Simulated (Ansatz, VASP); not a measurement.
YLu2F3 in VASP and in Ansatz

INCAR

```
PREC     = Accurate       # precision mode
ENCUT    = 520            # plane-wave cutoff, eV
EDIFF    = 1E-6           # SCF threshold, eV
ISMEAR   = 0              # smearing method
SIGMA    = 0.1            # smearing width, eV
LREAL    = F              # projectors in reciprocal space
LASPH    = T              # aspherical terms in the spheres
NELM     = 80             # most SCF steps
ALGO     = Normal         # electronic algorithm
ISIF     = 2              # what is computed and relaxed
LWAVE    = F              # write WAVECAR
LCHARG   = F              # write CHGCAR
GGA      = PE             # functional
NBANDS   = 50             # bands
```

Contents of KPOINTS:

```
Automatic mesh
0
Gamma
  3 3 6
```

File POSCAR:

```
YLu2F3
1.0
    5.8385941800      0.0000000000      0.0000000000
   -2.9192970900      5.0563708800      0.0000000000
    0.0000000000      0.0000000000      3.2988223200
Y Lu F
1 2 3
Direct
    0.0000000000      0.0000000000      0.0000000000
    0.3333333300      0.6666666700      0.0000000000
    0.6666666700      0.3333333300      0.0000000000
    0.5000000000      0.0000000000      0.5000000000
    0.5000000000      0.5000000000      0.5000000000
    0.0000000000      0.5000000000      0.5000000000
```

Input for Ansatz:

```yaml
crystal:
  lattice:
    - [5.83859418, 0.0, 0.0]
    - [-2.91929709, 5.05637088, 0.0]
    - [0.0, 0.0, 3.29882232]
  atoms:
    - { symbol: "Y", position: [0.0, 0.0, 0.0] }
    - { symbol: Lu, position: [0.33333333, 0.66666667, 0.0] }
    - { symbol: Lu, position: [0.66666667, 0.33333333, 0.0] }
    - { symbol: F, position: [0.5, 0.0, 0.5] }
    - { symbol: F, position: [0.5, 0.5, 0.5] }
    - { symbol: F, position: [0.0, 0.5, 0.5] }
basis:
  ecutwfc: 420
kpoints:
  mp_grid: { grid: [3, 3, 6] }
hamiltonian:
  xc: pbe
scf:
  occupations: { method: gaussian, width: 0.1 }
  lower_state_search: "off"
output:
  forces: true
  stress: true
  eigenvalues: true
```

Change from the starting cell: species swapped into the CeB2Rh3 type (P6/mmm, No. 191).

Alike in both runs: task single point; functional PBE; k mesh 3 × 3 × 6; occupations gaussian, width 0.1 eV; no spin polarisation.

|  | VASP | Ansatz |
| --- | --- | --- |
| version | VASP 6.6.1 | Ansatz 0.2.0 |
| potentials or method | VASP PAW PBE potentials, release 64 (Y_sv, Lu, F) | scalar-relativistic, plane waves, PAW |
| plane-wave cutoff (eV) | 520 | 420 |
| valence electrons in the cell | 82 | 82 |

|  | VASP | Ansatz | Ansatz less VASP |
| --- | --- | --- | --- |
| gap on the k mesh at the Fermi level (eV) | none | none | - |
| pressure (GPa) | 12.6 | 12.4 | -0.24 |
| largest component of the traceless stress (GPa) | 14.63 | 14.53 | -0.099 |

A gap of «none» marks a metal or a gap that the smearing closes.

Caveats: the k mesh is coarse (spacing up to 0.41 Å⁻¹), so the values aren't converged. The runs have no spin-orbit coupling, so splittings on Lu are missing.
